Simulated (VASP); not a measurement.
Output of a VASP run:

### OSZICAR
```
       N       E                     dE             d eps       ncg     rms          rms(c)
DAV:   1     0.104228179099E+03    0.10423E+03   -0.73917E+03  1863   0.147E+03
DAV:   2     0.129641953593E+01   -0.10293E+03   -0.10095E+03  1908   0.330E+02
DAV:   3    -0.345557644310E+01   -0.47520E+01   -0.47260E+01  2195   0.820E+01
DAV:   4    -0.356460137443E+01   -0.10902E+00   -0.10899E+00  2223   0.137E+01
DAV:   5    -0.356947396014E+01   -0.48726E-02   -0.48724E-02  2402   0.266E+00    0.502E-01
DAV:   6    -0.356098559991E+01    0.84884E-02   -0.14506E-02  2247   0.227E+00    0.254E-01
DAV:   7    -0.355906964682E+01    0.19160E-02   -0.64453E-03  2214   0.144E+00    0.895E-02
DAV:   8    -0.355904770861E+01    0.21938E-04   -0.40405E-04  2137   0.385E-01    0.105E-02
DAV:   9    -0.355904463052E+01    0.30781E-05   -0.11260E-05  2456   0.634E-02    0.515E-03
DAV:  10    -0.355904367453E+01    0.95599E-06   -0.11615E-06  1995   0.114E-02    0.388E-04
DAV:  11    -0.355904370391E+01   -0.29386E-07   -0.40475E-08  1245   0.342E-03
   1 F= -.39565902E+01 E0= -.39564549E+01  d E =-.405888E-03
```

OUTCAR:
```
------------------------ aborting loop because EDIFF is reached ----------------------------------------
 Edisp (eV)   -0.39755
  FORCE on cell =-STRESS in cart. coord.  units (eV):
  Direction    XX          YY          ZZ          XY          YZ          ZX
  --------------------------------------------------------------------------------------
  Total      -0.22334    -0.22334    -0.22334     0.00000    -0.00000    -0.00000
  in kB     -11.45726   -11.45726   -11.45726     0.00000    -0.00000    -0.00000
  external pressure =      -11.46 kB  Pullay stress =        0.00 kB
  volume of cell :       31.23
      direct lattice vectors                 reciprocal lattice vectors
     0.000000000  2.499506544  2.499506544    -0.200039484  0.200039484  0.200039484
     2.499506544  0.000000000  2.499506544     0.200039484 -0.200039484  0.200039484
     2.499506544  2.499506544  0.000000000     0.200039484  0.200039484 -0.200039484
 POSITION                                       TOTAL-FORCE (eV/Angst)
 -----------------------------------------------------------------------------------
      0.00000      0.00000      0.00000         0.000000      0.000000      0.000000
 -----------------------------------------------------------------------------------
    total drift:                               -0.000000     -0.000000     -0.000000
  FREE ENERGIE OF THE ION-ELECTRON SYSTEM (eV)
  ---------------------------------------------------
  free  energy   TOTEN  =        -3.9565902443 eV

  energy  without entropy=       -3.9561843561  energy(sigma->0) =       -3.95645495
```
(Selected blocks of OUTCAR.)

File POSCAR:
```
Pb
1
    0.0000000000     2.4995065443     2.4995065443
    2.4995065443     0.0000000000     2.4995065443
    2.4995065443     2.4995065443     0.0000000000
Pb
1
Direct
  0.0000000000   0.0000000000   0.0000000000
```

Task: Write an INCAR and KPOINTS that could have produced this output.

Result: One answer among several that fit: the input of the run itself, PBE GGA with D3 dispersion (Becke-Johnson damping), plane waves, VASP's PBE PAW potentials (set 64).

**KPOINTS**
```
Automatic
0
Gamma
13 13 13
0 0 0
```

INCAR:
```
ALGO  =  Normal
EDIFF  =  1E-7
ENCUT  =  520
GGA  =  PE
ISIF  =  2
ISMEAR  =  1
IVDW  =  12
LASPH  =  .TRUE.
LCHARG  =  .FALSE.
LMAXMIX  =  4
LREAL  =  .FALSE.
LWAVE  =  .FALSE.
NELM  =  100
PREC  =  Accurate
SIGMA  =  0.1
SYSTEM  =  Pb
```

POTCAR, in this order: Pb_d (PBE.64 set). Program: vasp_std.

The compound is Pb in the fcc structure. This cell is one point of a volume scan, at 1.03 of the reference volume.
